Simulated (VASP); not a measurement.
Method: PW91 GGA, VASP's PBE PAW potentials (set 64) (plane waves; VASP).

VASP ran on this input.

### KPOINTS
```
k-points along high-symmetry lines
10
Line-mode
Reciprocal
  0.000000   0.000000   0.000000 ! GAMMA
  0.500000  -0.000000   0.000000 ! M

  0.500000  -0.000000   0.000000 ! M
  0.333333   0.333333   0.000000 ! K

  0.333333   0.333333   0.000000 ! K
  0.000000   0.000000   0.000000 ! GAMMA

  0.000000   0.000000   0.000000 ! GAMMA
  0.000000   0.000000   0.500000 ! A

  0.000000   0.000000   0.500000 ! A
  0.500000  -0.000000   0.500000 ! L

  0.500000  -0.000000   0.500000 ! L
  0.333333   0.333333   0.500000 ! H

  0.333333   0.333333   0.500000 ! H
  0.000000   0.000000   0.500000 ! A

  0.500000  -0.000000   0.500000 ! L
  0.500000  -0.000000   0.000000 ! M

  0.333333   0.333333   0.500000 ! H
  0.333333   0.333333   0.000000 ! K
```

POSCAR:
```
PtS2
1
    1.7902610134    -3.1008231068     0.0000000000
    1.7902610134     3.1008231068     0.0000000000
    0.0000000000     0.0000000000     6.5432545388
Pt S
1 2
Direct
  0.0000000000   0.0000000000   0.0000000000
  0.3333330000   0.6666670000   0.1879340982
  0.6666670000   0.3333330000   0.8120659018
```

INCAR:
```
LASPH = .TRUE.   ! aspherical one-centre terms
LWAVE = .FALSE.
SIGMA = 0.05   ! width (eV)
LMAXMIX = 6
LORBIT = 11   ! lm-projected
SYSTEM = PtS2
ICHARG = 11   ! fixed density
PREC = Accurate
ISMEAR = 0
EDIFF = 1E-7   ! SCF stop (eV)
GGA = 91   ! PW91
ALGO = Normal   ! blocked Davidson
LREAL = .FALSE.   ! projection in real space or not
ENCUT = 520
LCHARG = .FALSE.
NELM = 100
```

POTCAR, in this order: Pt S (PBE.64 set). Program: vasp_std. Read from the step before: CHGCAR.

Output

File OUTCAR:
```
 ion  position               nearest neighbor table
   1  0.000  0.000  0.000-   2 2.41   3 2.41   3 2.41   2 2.41   3 2.41   2 2.41
   2  0.333  0.667  0.188-   1 2.41   1 2.41   1 2.41
   3  0.667  0.333  0.812-   1 2.41   1 2.41   1 2.41
  LATTYP: Found a hexagonal cell.
 ALAT       =     3.5805220898
 C/A-ratio  =     1.8274582239
 Subroutine PRICEL returns:
 Original cell was already a primitive cell.
 Subroutine GETGRP returns: Found 12 space group operations
The static configuration has the point symmetry D_3d.
The dynamic configuration has the point symmetry D_3d.
 Subroutine INISYM returns: Found 12 space group operations
   k-points           NKPTS =     90   k-points in BZ     NKDIM =     90   number of bands    NBANDS=     15
   number of dos      NEDOS =    301   number of ions     NIONS =      3
   total plane-waves  NPLWV =  39200
   dimension x,y,z NGX =    28 NGY =   28 NGZ =   50
   dimension x,y,z NGXF=    56 NGYF=   56 NGZF=  100
   ions per type =               1   2
   PREC   = accura    normal or accurate (medium, high low for compatibility)
   ISTART =      0    job   : 0-new  1-cont  2-samecut
   ICHARG =     11    charge: 1-file 2-atom 10-const
   ISPIN  =      1    spin polarized calculation?
   LNONCOLLINEAR =      F non collinear calculations
   LSORBIT =      F    spin-orbit coupling
   INIWAV =      1    electr: 0-lowe 1-rand  2-diag
   ENCUT  =  520.0 eV  38.22 Ry    6.18 a.u.   6.66  6.66 12.17*2*pi/ulx,y,z
   NELM   =    100;   NELMIN=  2; NELMDL= -5     # of ELM steps
   EDIFF  = 0.1E-06   stopping-criterion for ELM
   LREAL  =      F    real-space projection
   NLSPLINE    = F    spline interpolate recip. space projectors
   LMAXMIX     =    6 max onsite mixed and CHGCAR
   VOSKOWN=      0    Vosko Wilk Nusair interpolation
   EDIFFG = 0.1E-05   stopping-criterion for IOM
   NSW    =      0    number of steps for IOM
   NBLOCK =      1;   KBLOCK =      1    inner block; outer block
   IBRION =     -1    ionic relax: 0-MD 1-quasi-New 2-CG
   NFREE  =      0    steps in history (QN), initial steepest desc. (CG)
   ISIF   =      2    stress and relaxation
   ISYM   =      2    0-nonsym 1-usesym 2-fastsym
...
```

OSZICAR:
```
       N       E                     dE             d eps       ncg     rms          rms(c)
DAV:   1     0.124254416626E+03    0.12425E+03   -0.10092E+04  2708   0.126E+03
DAV:   2    -0.947582619922E+01   -0.13373E+03   -0.13066E+03  3485   0.243E+02
DAV:   3    -0.154952247850E+02   -0.60194E+01   -0.59969E+01  3414   0.558E+01
DAV:   4    -0.155793134681E+02   -0.84089E-01   -0.84064E-01  3570   0.709E+00
DAV:   5    -0.155814325654E+02   -0.21191E-02   -0.21191E-02  3635   0.104E+00
DAV:   6    -0.155815185702E+02   -0.86005E-04   -0.86004E-04  3827   0.190E-01
DAV:   7    -0.155815213295E+02   -0.27593E-05   -0.27591E-05  3686   0.308E-02
DAV:   8    -0.155815214649E+02   -0.13536E-06   -0.13559E-06  3550   0.631E-03
DAV:   9    -0.155815214713E+02   -0.63994E-08   -0.64074E-08  2901   0.133E-03
   1 F= -.15581521E+02 E0= -.15581521E+02  d E =-.188129E-15
```

OUTCAR:
```
 val. band max:        2.9545515984   @ k =   0.1481   0.1481   0.0000

 cond. band min:       4.5550308164   @ k =   0.2222   0.0000   0.5000



 k-point     1 :       0.0000    0.0000    0.0000
  band No.  band energies     occupation
      1     -11.0857      2.00000
      2      -8.8684      2.00000
      3      -2.6551      2.00000
      4      -2.6551      2.00000
      5      -2.3815      2.00000
      6       0.0125      2.00000
      7       0.0125      2.00000
      8       1.9385      2.00000
      9       2.5218      2.00000
     10       2.5558      2.00000
     11       2.5558      2.00000
     12       5.9883      0.00000
     13       5.9883      0.00000
     14       8.2632      0.00000
     15       8.9106      0.00000

 k-point     2 :       0.0556    0.0000    0.0000
  band No.  band energies     occupation
      1     -11.0481      2.00000
      2      -8.8783      2.00000
      3      -2.6474      2.00000
      4      -2.6309      2.00000
      5      -2.3461      2.00000
      6      -0.0444      2.00000
      7      -0.0209      2.00000
      8       1.7694      2.00000
      9       2.5753      2.00000
     10       2.5760      2.00000
     11       2.6167      2.00000
     12       5.7923      0.00000
     13       5.9365      0.00000
     14       8.4044      0.00000
     15       9.1204      0.00000

 k-point     3 :       0.1111    0.0000    0.0000
  band No.  band energies     occupation
      1     -10.9372      2.00000
      2      -8.9068      2.00000
      3      -2.6220      2.00000
      4      -2.5615      2.00000
      5      -2.2415      2.00000
      6      -0.2262      2.00000
      7      -0.1052      2.00000
      8       1.4313      2.00000
      9       2.6130      2.00000
     10       2.6852      2.00000
     11       2.7079      2.00000
     12       5.3476      0.00000
     13       5.8105      0.00000
     14       8.7860      0.00000
     15       9.5678      0.00000

...
```

The density is held fixed in this step, so its total energy and stress have no physical meaning. Without a dispersion term in the relaxation, distances and binding between the weakly bound layers, chains or molecules are unreliable, and so is what depends on them. Unless said otherwise, spin-orbit coupling is left out, though it shifts the bands of the heavy elements here.

The compound is PtS2 in the 1T layered structure. It was relaxed first, which changed the volume by +33 %.
